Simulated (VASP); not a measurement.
OSZICAR of a VASP run on Se (trig):

OSZICAR:
```
       N       E                     dE             d eps       ncg     rms          rms(c)
DAV:   1     0.798747069042E+02    0.79875E+02   -0.71087E+03   624   0.109E+03
DAV:   2    -0.630922273526E+01   -0.86184E+02   -0.82818E+02   851   0.174E+02
DAV:   3    -0.115858836034E+02   -0.52767E+01   -0.52467E+01   714   0.496E+01
DAV:   4    -0.116327062302E+02   -0.46823E-01   -0.46788E-01   724   0.548E+00
DAV:   5    -0.116330788705E+02   -0.37264E-03   -0.37263E-03   754   0.469E-01    0.704E+00
DAV:   6    -0.115776360932E+02    0.55443E-01   -0.33905E-02   654   0.134E+00    0.433E+00
DAV:   7    -0.115581583665E+02    0.19478E-01   -0.63764E-02   664   0.181E+00    0.182E-01
DAV:   8    -0.115573088386E+02    0.84953E-03   -0.99035E-03   629   0.706E-01    0.100E-01
DAV:   9    -0.115573547124E+02   -0.45874E-04   -0.25529E-04   784   0.128E-01    0.299E-02
DAV:  10    -0.115573537219E+02    0.99049E-06   -0.29356E-05   719   0.420E-02    0.631E-03
DAV:  11    -0.115573539539E+02   -0.23198E-06   -0.65700E-06   724   0.170E-02    0.445E-03
DAV:  12    -0.115573536675E+02    0.28646E-06   -0.11948E-06   644   0.780E-03    0.119E-03
DAV:  13    -0.115573535779E+02    0.89539E-07   -0.14718E-07   417   0.253E-03
   1 F= -.11557354E+02 E0= -.11557354E+02  d E =-.654860E-11
```

Question: Which electronic solver shows in the log?

Answer: It is blocked Davidson (ALGO = Normal, or the opening steps of other solvers). The INCAR had ALGO = Normal.

Question: Can the final energy be trusted as converged?

Answer: The run converged. It stopped with EDIFF = 1E-7, NELM = 100 (PBEsol GGA, plane waves, VASP's PBE PAW potentials (set 64)). Without a dispersion term in the relaxation, distances and binding between the weakly bound layers, chains or molecules are unreliable, and so is what depends on them.

The compound is Se in the trig structure. It was relaxed first, which changed the volume by -11 %.
